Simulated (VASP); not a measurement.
# Sn2GeO3 (P4/nmm) in VASP: density of states with PBE

Aim: the density of states of Sn2GeO3 with PBE.

Everything below comes from runs of VASP 6.6.1. Logs are shortened: lines on timing, memory, paths and dates and some standing lists are left out, and cuts for length are marked.

## Step 1: The structure

Symmetry: P4/nmm, No. 129, tetragonal system. Conventional cell: a = 3.794 Å, b = 3.794 Å, c = 14.740 Å, α = 90.00°, β = 90.00°, γ = 90.00°. Sn (site symmetry 4mm) is surrounded by 4 O at 2.24 Å. Around Sn (site symmetry 4mm) lie 4 O at 2.24 Å. Ge (site symmetry 4mm) has 4 O at 2.14 Å as nearest neighbours. O (site symmetry 2mm) has 2 Ge at 2.14 Å and 2 Sn at 2.24 Å as nearest neighbours. O (site symmetry -4m2) has 4 Sn at 2.24 Å as nearest neighbours.

The cell was built by a generator and needn't be a form met in nature.

## Step 2: Density of states, PBE

POSCAR reads:

```
Sn2GeO3
1.0
    3.7935100000      0.0000000000      0.0000000000
    0.0000000000      3.7935100000      0.0000000000
    0.0000000000      0.0000000000     14.7395500000
Sn Ge O
4 2 6
Direct
    0.5000000000      0.0000000000      0.7350240000
    0.0000000000      0.5000000000      0.9194260000
    0.5000000000      0.0000000000      0.0805740000
    0.0000000000      0.5000000000      0.2649760000
    0.0000000000      0.5000000000      0.5869910000
    0.5000000000      0.0000000000      0.4130090000
    0.5000000000      0.5000000000      0.6543900000
    0.0000000000      0.0000000000      0.6543900000
    0.5000000000      0.5000000000      0.0000000000
    0.0000000000      0.0000000000      0.0000000000
    0.0000000000      0.0000000000      0.3456100000
    0.5000000000      0.5000000000      0.3456100000
```

INCAR.step1 reads:

```
ALGO = Normal ; EDIFF = 1E-7
ENCUT = 520 ; GGA = PE
ISIF = 2 ; ISMEAR = 0
KPAR = 8 ; LASPH = T
LCHARG = T ; LREAL = F
LWAVE = F ; NBANDS = 72
NELM = 80 ; PREC = Accurate
SIGMA = 0.1
```

KPOINTS.step1 reads:

```
k-points
0
Gamma
  8 8 2
```

INCAR.step2 reads:

```
ALGO = Normal ; EDIFF = 1E-7
ENCUT = 520 ; GGA = PE
ICHARG = 11 ; ISIF = 2
ISMEAR = -5 ; KPAR = 8
LASPH = T ; LCHARG = F
LORBIT = 11 ; LREAL = F
LWAVE = F ; NBANDS = 72
NEDOS = 1001 ; NELM = 80
PREC = Accurate ; SIGMA = 0.1
```

KPOINTS.step2 reads:

```
k-points
0
Gamma
  12 12 3
```

Potentials or basis: VASP PAW PBE potentials, release 64 (Sn_d, Ge_d, O).

The run is started by

```sh
$ cat potpaw_PBE.64/Sn_d/POTCAR potpaw_PBE.64/Ge_d/POTCAR potpaw_PBE.64/O/POTCAR > POTCAR
$ cp INCAR.step1 INCAR
$ cp KPOINTS.step1 KPOINTS
$ mpirun -np 8 vasp_std > vasp.out
$ cp INCAR.step2 INCAR
$ cp KPOINTS.step2 KPOINTS
$ mpirun -np 8 vasp_std > vasp.out
```

OUTCAR:

```text
EDIFF = 1E-7
   ENCUT = 520
   GGA = PE
   ICHARG = 11
   ISIF = 2
   ISMEAR = -5
   LASPH = T
   LORBIT = 11
   LREAL = F
   NELM = 80
   PREC = Accurate

 ion  position               nearest neighbor table
   1  0.500  0.000  0.735-   7 2.24   8 2.24   7 2.24   8 2.24
   2  0.000  0.500  0.919-   9 2.24  10 2.24  10 2.24   9 2.24   3 3.58   3 3.58   3 3.58   3 3.58

   3  0.500  0.000  0.081-   9 2.24  10 2.24   9 2.24  10 2.24   2 3.58   2 3.58   2 3.58   2 3.58

   4  0.000  0.500  0.265-  11 2.24  12 2.24  11 2.24  12 2.24
   5  0.000  0.500  0.587-   7 2.14   8 2.14   8 2.14   7 2.14
   6  0.500  0.000  0.413-  11 2.14  12 2.14  12 2.14  11 2.14
   7  0.500  0.500  0.654-   5 2.14   5 2.14   1 2.24   1 2.24
   8  0.000  0.000  0.654-   5 2.14   5 2.14   1 2.24   1 2.24
   9  0.500  0.500  0.000-   2 2.24   3 2.24   3 2.24   2 2.24
  10  0.000  0.000  0.000-   2 2.24   3 2.24   2 2.24   3 2.24
  11  0.000  0.000  0.346-   6 2.14   6 2.14   4 2.24   4 2.24
  12  0.500  0.500  0.346-   6 2.14   6 2.14   4 2.24   4 2.24

  LATTYP: Found a simple tetragonal cell.
 ALAT       =     3.7935100000
 C/A-ratio  =     3.8854649124

  Lattice vectors:

 A1 = (   3.7935100000,   0.0000000000,   0.0000000000)
 A2 = (   0.0000000000,   3.7935100000,   0.0000000000)
 A3 = (   0.0000000000,   0.0000000000,  14.7395500000)

Analysis of symmetry for initial positions (statically):
=====================================================================
 Subroutine PRICEL returns:
 Original cell was already a primitive cell.

 Routine SETGRP: Setting up the symmetry group for a
 simple tetragonal supercell.

 Subroutine GETGRP returns: Found 16 space group operations
 (whereof  8 operations were pure point group operations)
 out of a pool of 16 trial point group operations.

The static configuration has the point symmetry D_2d.
 The point group associated with its full space group is D_4h.

Analysis of symmetry for dynamics (positions and initial velocities):
=====================================================================
 Subroutine PRICEL returns:
 Original cell was already a primitive cell.

 Routine SETGRP: Setting up the symmetry group for a
 simple tetragonal supercell.

 Subroutine GETGRP returns: Found 16 space group operations
 (whereof  8 operations were pure point group operations)
 out of a pool of 16 trial point group operations.

The dynamic configuration has the point symmetry D_2d.
 The point group associated with its full space group is D_4h.

 Subroutine INISYM returns: Found 16 space group operations
 (whereof  8 operations are pure point group operations),
 and found     1 'primitive' translations

----------------------------------------------------------------------------------------

                                     Primitive cell

  volume of cell :     212.1127

  direct lattice vectors                    reciprocal lattice vectors
     3.793510000  0.000000000  0.000000000     0.263608110  0.000000000  0.000000000
     0.000000000  3.793510000  0.000000000     0.000000000  0.263608110  0.000000000
     0.000000000  0.000000000 14.739550000     0.000000000  0.000000000  0.067844676

  length of vectors
     3.793510000  3.793510000 14.739550000     0.263608110  0.263608110  0.067844676

  position of ions in fractional coordinates (direct lattice)
     0.500000000  0.000000000  0.735024000
     0.000000000  0.500000000  0.919426000
     0.500000000  0.000000000  0.080574000
     0.000000000  0.500000000  0.264976000
     0.000000000  0.500000000  0.586991000
     0.500000000  0.000000000  0.413009000
     0.500000000  0.500000000  0.654390000
     0.000000000  0.000000000  0.654390000
     0.500000000  0.500000000  0.000000000
     0.000000000  0.000000000  0.000000000
     0.000000000  0.000000000  0.345610000
     0.500000000  0.500000000  0.345610000

  ion indices of the primitive-cell ions
   primitive index   ion index
                 1           1
                 2           2
                 3           3
                 4           4
                 5           5
                 6           6
                 7           7
                 8           8
                 9           9
                10          10
                11          11
                12          12

----------------------------------------------------------------------------------------

 KPOINTS: k-points

Automatic generation of k-mesh.
 Grid dimensions read from file:
 generate k-points for:   12   12    3

 Generating k-lattice:

  Cartesian coordinates                     Fractional coordinates (reciprocal lattice)
     0.021967342  0.000000000  0.000000000     0.083333333  0.000000000  0.000000000
     0.000000000  0.021967342  0.000000000     0.000000000  0.083333333  0.000000000
     0.000000000  0.000000000  0.022614892     0.000000000  0.000000000  0.333333333

  Length of vectors
     0.021967342  0.021967342  0.022614892

  Shift w.r.t. Gamma in fractional coordinates (k-lattice)
     0.000000000  0.000000000  0.000000000

 TETIRR: Found    654 inequivalent tetrahedra from     2592

 Subroutine IBZKPT returns following result:
 ===========================================

 Found     56 irreducible k-points:

 Following reciprocal coordinates:
            Coordinates               Weight
  0.000000  0.000000  0.000000      1.000000
  0.083333  0.000000  0.000000      4.000000
  0.166667  0.000000  0.000000      4.000000
  0.250000  0.000000  0.000000      4.000000
  0.333333  0.000000  0.000000      4.000000
  0.416667  0.000000  0.000000      4.000000
[... 16 lines left out ...]
  0.333333  0.333333  0.000000      4.000000
  0.416667  0.333333  0.000000      8.000000
 [... further k-points ...]
   k-points           NKPTS =     56   k-points in BZ     NKDIM =     56   number of bands    NBANDS=     72
   number of dos      NEDOS =   1001   number of ions     NIONS =     12
   total plane-waves  NPLWV =  87808
   dimension x,y,z NGX =    28 NGY =   28 NGZ =  112
   dimension x,y,z NGXF=    56 NGYF=   56 NGZF=  224
   ions per type =               4   2   6
   NGX,Y,Z   is equivalent  to a cutoff of  12.27, 12.27, 12.63 a.u.
   NGXF,Y,Z  is equivalent  to a cutoff of  24.54, 24.54, 25.26 a.u.
 SYSTEM =  unknown system
   PREC   = accura    normal or accurate (medium, high low for compatibility)
   ISTART =      0    job   : 0-new  1-cont  2-samecut
   ICHARG =     11    charge: 1-file 2-atom 10-const
   ISPIN  =      1    spin polarized calculation?
   LNONCOLLINEAR =      F non collinear calculations
   LSORBIT =      F    spin-orbit coupling
   LASPH  =      T    aspherical Exc in radial PAW
   ENCUT  =  520.0 eV  38.22 Ry    6.18 a.u.   7.05  7.05 27.41*2*pi/ulx,y,z
   NELM   =     80;   NELMIN=  2; NELMDL=  0     # of ELM steps
   EDIFF  = 0.1E-06   stopping-criterion for ELM
   LREAL  =      F    real-space projection
   EDIFFG = 0.1E-05   stopping-criterion for IOM
   NSW    =      0    number of steps for IOM
   IBRION =     -1    ionic relax: 0-MD 1-quasi-New 2-CG
   NFREE  =      0    steps in history (QN), initial steepest desc. (CG)
   ISIF   =      2    stress and relaxation
   ISYM   =      2    0-nonsym 1-usesym 2-fastsym
   POTIM  = 0.5000    time-step for ionic-motion
   TEBEG  =    0.0;   TEEND  =   0.0 temperature during run
   PSTRESS=    0.0 pullay stress
   NELECT =     120.0000    total number of electrons
   NUPDOWN=      -1.0000    fix difference up-down
   EMIN   =  10.00;   EMAX   =-10.00  energy-range for DOS
   EFERMI =   0.00;   METHOD = LEGACY
   ISMEAR =    -5;   SIGMA  =   0.10  broadening in eV -4-tet -1-fermi 0-gaus
   EFERMI_NEDOS =   21; number of points for ismear=-14 and -15
   IALGO  =     38    algorithm
   IMIX   =      4    mixing-type and parameters
     AMIX     =   0.40;   BMIX     =  1.00
     AMIX_MAG =   1.60;   BMIX_MAG =  1.00
  volume/ion in A,a.u.               =      17.68       119.28
  Fermi-wavevector in a.u.,A,eV,Ry     =   1.353982  2.558656 24.943130  1.833268
  Thomas-Fermi vector in A             =   2.481192
   LORBIT       =     11    0 simple, 1 ext, 2 COOP (PROOUT), +10 PAW based schemes
   GGA     = PE    functional components
   LHFCALC =     F    Hartree Fock is set to
   AEXX    =    0.0000 exact exchange contribution
   IVDW    =     0    specifies the selected vdW correction
   LEPSILON=     F    determine dielectric tensor
   LRPA    =     F    only Hartree local field effects (RPA)
 non-spin polarized calculation
 Fermi weights with tetrahedron method with Bloechl corrections
  energy-cutoff  :      520.00
  volume of cell :      212.11
 maximum number of plane-waves:      5750

 number of electron     119.9999946 magnetization

 Free energy of the ion-electron system (eV)
  ---------------------------------------------------
  ext. energy  EPLUGINS =         0.00000000
  ---------------------------------------------------
  free energy    TOTEN  =       -68.45245672 eV

  energy without entropy =      -68.45245672  energy(sigma->0) =      -68.45245672

 E-fermi :   5.6767     XC(G=0):  -9.9617

 val. band max:        5.6741092471   @ k =   0.0833   0.0000   0.3333
 cond. band min:       6.2710474618   @ k =   0.5000   0.5000   0.0000
 fundamental gap:      0.5969382147
 Fermi energy:         5.6767042688

 k-point     1 :       0.0000    0.0000    0.0000
  band No.  band energies     occupation
      1     -19.1652      2.00000
      2     -19.1623      2.00000
      3     -19.1028      2.00000
      4     -19.0999      2.00000
      5     -19.0975      2.00000
      6     -19.0975      2.00000
[... 64 lines left out ...]
     71      10.7919      0.00000
     72      10.7920      0.00000

 k-point     2 :       0.0833    0.0000    0.0000
  band No.  band energies     occupation
      1     -19.1639      2.00000
      2     -19.1611      2.00000
      3     -19.1030      2.00000
      4     -19.1003      2.00000
      5     -19.0988      2.00000
      6     -19.0973      2.00000
[... 64 lines left out ...]
     71      10.5562      0.00000
     72      10.8308      0.00000

 k-point     3 :       0.1667    0.0000    0.0000
  band No.  band energies     occupation
      1     -19.1600      2.00000
      2     -19.1578      2.00000
      3     -19.1036      2.00000
      4     -19.1023      2.00000
      5     -19.1012      2.00000
      6     -19.0972      2.00000
[... 1564 lines left out ...]
     71      11.0898      0.00000
     72      11.1403      0.00000

 k-point    24 :       0.4167    0.3333    0.0000
  band No.  band energies     occupation
      1     -19.1283      2.00000
      2     -19.1268      2.00000
      3     -19.1176      2.00000
      4     -19.1138      2.00000
      5     -19.1076      2.00000
      6     -19.1073      2.00000
[... 64 lines left out ...]
     71      10.6733      0.00000
     72      10.7093      0.00000

 [... further k-points ...]
[... 5 lines left out ...]
  --------------------------------------------------------------------------------------
  -------------------------------------------------------------------------------------
  Total       -0.0141839     -0.0141839     -0.0802347      0.0000000      0.0000000     -0.0000000
  in kB       -0.1071369     -0.1071369     -0.6060468      0.0000000      0.0000000     -0.0000000
  external PRESSURE =      -0.2734402 kB  Pullay stress =       0.0000000 kB

 VOLUME and BASIS-vectors are now :
 -----------------------------------------------------------------------------
  energy-cutoff  :      520.00
  volume of cell :      212.11
      direct lattice vectors                 reciprocal lattice vectors
     3.793510000  0.000000000  0.000000000     0.263608110  0.000000000  0.000000000
     0.000000000  3.793510000  0.000000000     0.000000000  0.263608110  0.000000000
     0.000000000  0.000000000 14.739550000     0.000000000  0.000000000  0.067844676

 POSITION                                       TOTAL-FORCE (eV/Angst)
 -----------------------------------------------------------------------------------
      1.89675      0.00000     10.83392         0.000000      0.000000     -0.003395
      0.00000      1.89675     13.55193        -0.000000      0.000000     -0.001026
      1.89675      0.00000      1.18762         0.000000      0.000000      0.001026
      0.00000      1.89675      3.90563         0.000000     -0.000000      0.003395
      0.00000      1.89675      8.65198         0.000000      0.000000      0.001234
      1.89675      0.00000      6.08757         0.000000     -0.000000     -0.001234
      1.89675      1.89675      9.64541         0.000000      0.000000      0.000764
      0.00000      0.00000      9.64541         0.000000      0.000000      0.000764
      1.89675      1.89675      0.00000         0.000000     -0.000000     -0.000000
      0.00000      0.00000      0.00000        -0.000000      0.000000     -0.000000
      0.00000      0.00000      5.09414         0.000000     -0.000000     -0.000764
      1.89675      1.89675      5.09414        -0.000000      0.000000     -0.000764
 -----------------------------------------------------------------------------------
    total drift:                               -0.000000      0.000000      0.000000

  FREE ENERGIE OF THE ION-ELECTRON SYSTEM (eV)
  ---------------------------------------------------
  free  energy   TOTEN  =       -68.4524567198 eV

  energy  without entropy=      -68.4524567198  energy(sigma->0) =      -68.45245672

 total charge

# of ion       s       p       d       tot
------------------------------------------
    1        1.260   0.780  10.068  12.108
    2        1.258   0.780  10.067  12.105
    3        1.258   0.780  10.067  12.105
    4        1.260   0.780  10.068  12.108
    5        1.286   0.698  10.074  12.059
    6        1.286   0.698  10.074  12.059
    7        1.577   3.414   0.000   4.991
    8        1.577   3.414   0.000   4.991
    9        1.577   3.431   0.000   5.008
   10        1.577   3.431   0.000   5.008
   11        1.577   3.414   0.000   4.991
   12        1.577   3.414   0.000   4.991
--------------------------------------------------
tot         17.069  25.035  60.419 102.523
```

Wall time 2.2 min (8 MPI ranks of Intel Xeon Platinum 8488C (Sapphire Rapids), shared host); peak memory 0.72 GiB.

What came out:

```yaml
Valence_electrons_inside_the_program's_atomic_spheres: Sn 12.11; Ge 12.06; O 4.99, 5.01
```

States per cell in windows of 1 eV (zero at the valence-band top; states under -8 eV left out):
```
from (eV)  total  O9_p  O10_p  O7_p  O8_p  O11_p  O12_p
     -8.0   3.35  0.20   0.20  0.12  0.12   0.12   0.12
     -7.0   3.52  0.14   0.14  0.21  0.21   0.21   0.21
     -6.0   7.47  0.59   0.59  0.54  0.54   0.54   0.54
     -5.0   6.22  0.55   0.55  0.54  0.54   0.54   0.54
     -4.0   6.68  0.61   0.61  0.65  0.65   0.65   0.65
     -3.0   8.29  0.82   0.82  0.70  0.70   0.70   0.70
     -2.0   5.20  0.25   0.25  0.31  0.31   0.31   0.31
     -1.0   1.59  0.09   0.09  0.10  0.10   0.10   0.10
      0.0   0.19  0.00   0.00  0.00  0.00   0.00   0.00
      1.0   1.99  0.04   0.04  0.03  0.03   0.03   0.03
      2.0   6.68  0.16   0.16  0.16  0.16   0.16   0.16
      3.0   5.04  0.13   0.13  0.14  0.14   0.14   0.14
      4.0   5.60  0.10   0.10  0.14  0.14   0.14   0.14
      5.0   4.63  0.09   0.09  0.10  0.10   0.10   0.10
      6.0   0.03  0.00   0.00  0.00  0.00   0.00   0.00
```
